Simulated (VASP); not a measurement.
Write the native input for VASP 6.6.1 that does the following.

```yaml
Task: relaxation of cell and atoms
Functional: PBE
Dispersion: D3(BJ)
Potentials_or_basis: VASP PAW PBE potentials, release 64 (Sn_d, Se)
Cutoff: 600 eV
k_mesh: 9 × 9 × 5
Occupations: gaussian, width 0.03 eV
Spin: no spin polarisation
Further_INCAR_settings: ALGO = Normal; EDIFF = 1e-07; IBRION = 2; EDIFFG = -0.005; NSW = 90; ISIF = 3
```

The structure of SnSe2 lies in POSCAR:

```
SnSe2                                   
1.0
    3.8394218884     -0.0000000000      0.0000000000
   -1.9197109442      3.3250368873      0.0000000000
    0.0000000000      0.0000000000      6.0091826485
  Sn              Se            
     1     2
Direct
     0.0000000000000000    0.0000000000000000    0.0000000000000000
     0.3333333300000021    0.6666666699999979    0.2655766285539161
     0.6666666699999979    0.3333333300000021    0.7344233714460838
```

These files were run (other wordings do the same):

INCAR

```
SYSTEM = SnSe2
PREC = Accurate
ENCUT = 600
EDIFF = 1E-7
ISMEAR = 0
SIGMA = 0.03
LREAL = .False.
LASPH = .True.
NELM = 80
ALGO = Normal
ISIF = 3
LWAVE = .False.
LCHARG = .False.
GGA = PE
IVDW = 12
IBRION = 2
NSW = 90
EDIFFG = -0.005
KPAR = 4
```

KPOINTS

```
Automatic mesh
0
Gamma
  9 9 5
  0 0 0
```

Potentials or basis: VASP PAW PBE potentials, release 64 (Sn_d, Se).

Run with:

```sh
$ cat potpaw_PBE.64/Sn_d/POTCAR potpaw_PBE.64/Se/POTCAR > POTCAR
$ mpirun -np 4 vasp_std > vasp.out
```

Results of the run:

```
Relaxed volume                         : 25.58 Å³/atom
Relaxed cell                           : a = 3.841 Å, b = 3.841 Å, c = 6.007 Å, α = 90.00°, β = 90.00°, γ = 120.00°
Space group after relaxing (to 0.05 Å) : P-3m1 (No. 164)
Energy gained by relaxing              : 0.0 meV/atom
Ionic steps                            : 2
Pressure after relaxing                : 0.0 GPa
Largest force after relaxing           : 0.004 eV/Å
Band gap on the k mesh                 : 0.43 eV, indirect (least direct gap 0.81 eV)
Dispersion energy per atom             : -0.364 eV
```

Caveat: spin-orbit coupling is left out, which moves the levels of the heavy elements; an odd mesh through Γ misses points on the zone boundary, where band edges often lie.

Wall time 36 s on 4 MPI ranks on Intel(R) Xeon(R) Platinum 8488C (Sapphire Rapids) (shared host), peak memory 0.27 GiB a rank.
